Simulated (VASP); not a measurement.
# Mg3CdSe2O2 (P-4m2) in VASP: a series of runs

The runs below take Mg3CdSe2O2 through relaxation of cell and atoms, single point, with PBE, r2SCAN.

Program: VASP 6.6.1. These are calculated values, not measurements. Logs are shortened: lines on timing, memory, paths and dates and some standing lists are left out, and cuts for length are marked.

## Step 1: The structure

Symmetry: P-4m2, No. 115, tetragonal system. The conventional cell has a = 3.887 Å, b = 3.887 Å, c = 9.756 Å, α = 90.00°, β = 90.00°, γ = 90.00°. Mg (site symmetry -4m2) is surrounded by 4 O at 2.03 Å. Mg (site symmetry 2mm) has 2 O at 2.13 Å as nearest neighbours. Cd (site symmetry -4m2) is surrounded by 4 Se at 2.62 Å. Se (site symmetry 2mm) has 2 Mg at 2.54 Å and 2 Cd at 2.62 Å as nearest neighbours. Around O (site symmetry 2mm) lie 4 Mg at 2.03 to 2.13 Å.

The cell was built by a generator and needn't be a form met in nature.

## Step 2: Relaxation of cell and atoms, PBE

Contents of INCAR:

```
SYSTEM = Mg3CdSe2O2
PREC = Accurate
ENCUT = 520
EDIFF = 1E-6
ISMEAR = 0
SIGMA = 0.03
LREAL = .False.
LASPH = .True.
NELM = 120
ALGO = Normal
ISIF = 3
LWAVE = .False.
LCHARG = .False.
GGA = PE
IBRION = 2
NSW = 90
EDIFFG = -0.01
KPAR = 4
```

Contents of KPOINTS:

```
Automatic mesh
0
Gamma
  6 6 4
  0 0 0
```

Contents of POSCAR:

```
Mg3CdSe2O2
1.0
    3.8870000000      0.0000000000      0.0000000000
    0.0000000000      3.8870000000      0.0000000000
    0.0000000000      0.0000000000      9.7560000000
Mg Cd Se O
3 1 2 2
Direct
    0.0000000000      0.0000000000      0.0000000000
    0.5000000000      0.5000000000      0.8484009800
    0.5000000000      0.5000000000      0.1515990200
    0.0000000000      0.0000000000      0.5000000000
    0.5000000000      0.0000000000      0.6807093100
    0.0000000000      0.5000000000      0.3192906900
    0.5000000000      0.0000000000      0.0611931100
    0.0000000000      0.5000000000      0.9388068900
```

Potentials or basis: VASP PAW PBE potentials, release 64 (Mg, Cd, Se, O).

Command:

```
$ cat potpaw_PBE.64/Mg/POTCAR potpaw_PBE.64/Cd/POTCAR potpaw_PBE.64/Se/POTCAR potpaw_PBE.64/O/POTCAR > POTCAR
$ mpirun -np 4 vasp_std > vasp.out
```

OUTCAR:

```text
SYSTEM = Mg3CdSe2O2
   PREC = Accurate
   ENCUT = 520
   EDIFF = 1E-6
   ISMEAR = 0
   LREAL = .False.
   LASPH = .True.
   NELM = 120
   ISIF = 3
   GGA = PE
   IBRION = 2
   NSW = 90
   EDIFFG = -0.01

 ion  position               nearest neighbor table
   1  0.000  0.000  0.000-   7 2.03   8 2.03   8 2.03   7 2.03   2 3.12   3 3.12   2 3.12   2 3.12
                             3 3.12   3 3.12   2 3.12   3 3.12
   2  0.500  0.500  0.848-   8 2.13   8 2.13   5 2.54   5 2.54   3 2.96   1 3.12   1 3.12   1 3.12
                             1 3.12
   3  0.500  0.500  0.152-   7 2.13   7 2.13   6 2.54   6 2.54   2 2.96   1 3.12   1 3.12   1 3.12
                             1 3.12
   4  0.000  0.000  0.500-   5 2.62   6 2.62   6 2.62   5 2.62
   5  0.500  0.000  0.681-   2 2.54   2 2.54   4 2.62   4 2.62
   6  0.000  0.500  0.319-   3 2.54   3 2.54   4 2.62   4 2.62
   7  0.500  0.000  0.061-   1 2.03   1 2.03   3 2.13   3 2.13
   8  0.000  0.500  0.939-   1 2.03   1 2.03   2 2.13   2 2.13

  LATTYP: Found a simple tetragonal cell.
 ALAT       =     3.8870000000
 C/A-ratio  =     2.5099048109

  Lattice vectors:

 A1 = (   3.8870000000,   0.0000000000,   0.0000000000)
 A2 = (   0.0000000000,   3.8870000000,   0.0000000000)
 A3 = (   0.0000000000,   0.0000000000,   9.7560000000)

Analysis of symmetry for initial positions (statically):
=====================================================================
 Subroutine PRICEL returns:
 Original cell was already a primitive cell.

 Routine SETGRP: Setting up the symmetry group for a
 simple tetragonal supercell.

 Subroutine GETGRP returns: Found  8 space group operations
 (whereof  8 operations were pure point group operations)
 out of a pool of 16 trial point group operations.

The static configuration has the point symmetry D_2d.

Analysis of symmetry for dynamics (positions and initial velocities):
=====================================================================
 Subroutine PRICEL returns:
 Original cell was already a primitive cell.

 Routine SETGRP: Setting up the symmetry group for a
 simple tetragonal supercell.

 Subroutine GETGRP returns: Found  8 space group operations
 (whereof  8 operations were pure point group operations)
 out of a pool of 16 trial point group operations.

The dynamic configuration has the point symmetry D_2d.

 Subroutine INISYM returns: Found  8 space group operations
 (whereof  8 operations are pure point group operations),
 and found     1 'primitive' translations

----------------------------------------------------------------------------------------

[... 118 lines left out ...]
   EFERMI =   0.00;   METHOD = LEGACY
   ISMEAR =     0;   SIGMA  =   0.03  broadening in eV -4-tet -1-fermi 0-gaus
   EFERMI_NEDOS =   21; number of points for ismear=-14 and -15
   IALGO  =     38    algorithm
   IMIX   =      4    mixing-type and parameters
     AMIX     =   0.40;   BMIX     =  1.00
     AMIX_MAG =   1.60;   BMIX_MAG =  1.00
  volume/ion in A,a.u.               =      18.43       124.34
  Fermi-wavevector in a.u.,A,eV,Ry     =   1.077269  2.035744 15.789687  1.160509
  Thomas-Fermi vector in A             =   2.213176
   LORBIT       =      0    0 simple, 1 ext, 2 COOP (PROOUT), +10 PAW based schemes
   GGA     = PE    functional components
   LHFCALC =     F    Hartree Fock is set to
   AEXX    =    0.0000 exact exchange contribution
   IVDW    =     0    specifies the selected vdW correction
   LEPSILON=     F    determine dielectric tensor
   LRPA    =     F    only Hartree local field effects (RPA)
 conjugate gradient relaxation of ions
 non-spin polarized calculation
 Gauss-broadening in eV      SIGMA  =   0.03
  energy-cutoff  :      520.00
  volume of cell :      147.40
 maximum number of plane-waves:      4010
 NGX is ok and might be reduce to    30
   NGX = 15   NGY = 15   NGZ = 37

--------------------------------------- Ionic step        1  -------------------------------------------

 number of electron      42.0000011 magnetization

 Free energy of the ion-electron system (eV)
  ---------------------------------------------------
  ext. energy  EPLUGINS =         0.00000000
  ---------------------------------------------------
  free energy    TOTEN  =       -35.26614828 eV

  energy without entropy =      -35.26614828  energy(sigma->0) =      -35.26614828

------------------------ aborting loop because EDIFF is reached ----------------------------------------

  FORCE on cell =-STRESS in cart. coord.  units (eV):
  Direction    XX          YY          ZZ          XY          YZ          ZX
  --------------------------------------------------------------------------------------
  -------------------------------------------------------------------------------------
  Total        0.3223746      0.3223746      0.5835494      0.0000000      0.0000000      0.0000000
  in kB        3.5040514      3.5040514      6.3428924      0.0000000      0.0000000      0.0000000
  external PRESSURE =       4.4503317 kB  Pullay stress =       0.0000000 kB
[... 239 lines left out ...]
--------------------------------------- Ionic step        7  -------------------------------------------

 number of electron      42.0000010 magnetization

 Free energy of the ion-electron system (eV)
  ---------------------------------------------------
  ext. energy  EPLUGINS =         0.00000000
  ---------------------------------------------------
  free energy    TOTEN  =       -35.26796003 eV

  energy without entropy =      -35.26796003  energy(sigma->0) =      -35.26796003

 E-fermi :   2.2290     XC(G=0):  -9.2344

 val. band max:        2.0722268089   @ k =   0.3333   0.0000   0.5000
 cond. band min:       3.1596402394   @ k =   0.0000   0.0000   0.0000
 fundamental gap:      1.0874134305
 Fermi energy:         2.2290498720

 k-point     1 :       0.0000    0.0000    0.0000
  band No.  band energies     occupation
      1     -15.6661      2.00000
      2     -14.8637      2.00000
      3     -10.2533      2.00000
      4     -10.0306      2.00000
      5      -5.7481      2.00000
      6      -5.7046      2.00000
[... 685 lines left out ...]
     25       7.4046      0.00000
     26       8.3463      0.00000

 [... further k-points ...]

------------------------ aborting loop because EDIFF is reached ----------------------------------------

  FORCE on cell =-STRESS in cart. coord.  units (eV):
  Direction    XX          YY          ZZ          XY          YZ          ZX
  --------------------------------------------------------------------------------------
  -------------------------------------------------------------------------------------
  Total       -0.0016431     -0.0016431     -0.0196948      0.0000000      0.0000000      0.0000000
  in kB       -0.0177447     -0.0177447     -0.2126998      0.0000000      0.0000000      0.0000000
  external PRESSURE =      -0.0827297 kB  Pullay stress =       0.0000000 kB
[... 23 lines left out ...]
  FREE ENERGIE OF THE ION-ELECTRON SYSTEM (eV)
  ---------------------------------------------------
  free  energy   TOTEN  =       -35.2679600316 eV

  energy  without entropy=      -35.2679600316  energy(sigma->0) =      -35.26796003

 reached required accuracy - stopping structural energy minimisation
```

CONTCAR:

```text
Mg3CdSe2O2
   1.00000000000000
     3.8881723080963533    0.0000000000000000    0.0000000000000000
     0.0000000000000000    3.8881723080963533    0.0000000000000000
    -0.0000000000000000    0.0000000000000000    9.8130560279876917
  Mg              Cd              Se              O
     3     1     2     2
Direct
     1.0000000000000000    0.0000000000000000    0.0000000000000000
     0.5000000000000000    0.5000000000000000    0.8482595738027550
     0.5000000000000000    0.5000000000000000    0.1517404261972451
     0.0000000000000000    0.0000000000000000    0.5000000000000000
     0.5000000000000000    0.0000000000000000    0.6807796092821471
     0.0000000000000000    0.5000000000000000    0.3192203907178530
     0.5000000000000000    0.0000000000000000    0.0614888700784941
     0.0000000000000000    0.5000000000000000    0.9385111299215058

  0.00000000E+00  0.00000000E+00  0.00000000E+00
  0.00000000E+00  0.00000000E+00  0.00000000E+00
  0.00000000E+00  0.00000000E+00  0.00000000E+00
  0.00000000E+00  0.00000000E+00  0.00000000E+00
  0.00000000E+00  0.00000000E+00  0.00000000E+00
  0.00000000E+00  0.00000000E+00  0.00000000E+00
  0.00000000E+00  0.00000000E+00  0.00000000E+00
  0.00000000E+00  0.00000000E+00  0.00000000E+00
```

Wall time 1.7 min (4 MPI ranks of Intel Xeon Platinum 8559C (Emerald Rapids), shared host); peak memory 0.34 GiB.

What came out:

* Free energy: -35.2680 eV
* Relaxed volume: 18.54 Å³/atom
* Relaxed cell: a = 3.888 Å, b = 3.888 Å, c = 9.813 Å, α = 90.00°, β = 90.00°, γ = 90.00°
* Space group after relaxing (to 0.05 Å): P-4m2 (No. 115)
* Energy gained by relaxing: 0.2 meV/atom
* Ionic steps: 7
* Pressure after relaxing: 0.0 GPa
* Largest force after relaxing: 0.009 eV/Å
* Band gap on the k mesh: 1.09 eV, indirect (least direct gap 1.16 eV)

Forces in eV/Å, atoms in the order of the input:
```
Mg   0.000  0.000  0.000
Mg   0.000  0.000 -0.006
Mg   0.000  0.000  0.006
Cd   0.000  0.000  0.000
Se   0.000  0.000 -0.004
Se   0.000  0.000  0.004
O    0.000  0.000  0.009
O    0.000  0.000 -0.009
```

The path:
```
step  energy change (eV)  largest force (eV/Å)  pressure (GPa)  volume (Å³)
   1              0.0000                0.0149            0.45       147.40
   2             -0.0014                0.0099           -0.10       148.50
   3             -0.0014                0.0093           -0.02       148.37
   4             -0.0014                0.0092           -0.05       148.40
   5             -0.0017                0.0119           -0.03       148.39
   6             -0.0018                0.0161           -0.01       148.38
   7             -0.0018                0.0091           -0.01       148.35
```

Final structure:
```cif
data_structure
_symmetry_space_group_name_H-M 'P 1'
_symmetry_Int_Tables_number 1
_cell_length_a 3.8882
_cell_length_b 3.8882
_cell_length_c 9.8131
_cell_angle_alpha 90.000
_cell_angle_beta 90.000
_cell_angle_gamma 90.000
_cell_volume 148.35
loop_
_atom_site_label
_atom_site_type_symbol
_atom_site_fract_x
_atom_site_fract_y
_atom_site_fract_z
_atom_site_occupancy
Mg1 Mg 0.00000 0.00000 0.00000 1
Mg2 Mg 0.50000 0.50000 0.84826 1
Mg3 Mg 0.50000 0.50000 0.15174 1
Cd1 Cd 0.00000 0.00000 0.50000 1
Se1 Se 0.50000 0.00000 0.68078 1
Se2 Se 0.00000 0.50000 0.31922 1
O1 O 0.50000 0.00000 0.06149 1
O2 O 0.00000 0.50000 0.93851 1
```

Levels at points of the mesh, in eV from the valence-band top:
| k point | band 17 | band 18 | band 19 | band 20 | band 21 | band 22 | band 23 | band 24 | band 25 | band 26 |
| --- | --- | --- | --- | --- | --- | --- | --- | --- | --- | --- |
| (0.00, 0.00, 0.00) | -1.09 | -0.82 | -0.82 | -0.08 | -0.08 | 1.09 | 4.11 | 4.23 | 5.15 | 5.58 |
| (0.50, 0.00, 0.00) | -2.19 | -1.80 | -1.72 | -0.31 | -0.02 | 2.90 | 3.83 | 4.86 | 4.87 | 6.18 |
| (0.50, 0.50, 0.00) | -2.47 | -2.05 | -1.91 | -1.76 | -1.76 | 3.38 | 3.42 | 3.42 | 5.56 | 5.59 |
| (0.00, 0.00, 0.50) | -2.25 | -0.82 | -0.82 | -0.06 | -0.06 | 2.52 | 2.69 | 4.44 | 5.03 | 5.41 |
| (0.50, 0.00, 0.50) | -2.33 | -1.57 | -1.52 | -0.31 | -0.02 | 2.67 | 3.60 | 5.18 | 5.33 | 6.27 |
| (0.50, 0.50, 0.50) | -2.37 | -2.31 | -1.97 | -1.86 | -1.86 | 3.18 | 3.97 | 3.97 | 5.15 | 5.15 |

A k mesh can miss the band edges. Expect the measured gap to be larger: semilocal functionals such as PBE lack the derivative discontinuity.

(Part 1 of 2 ends here.)
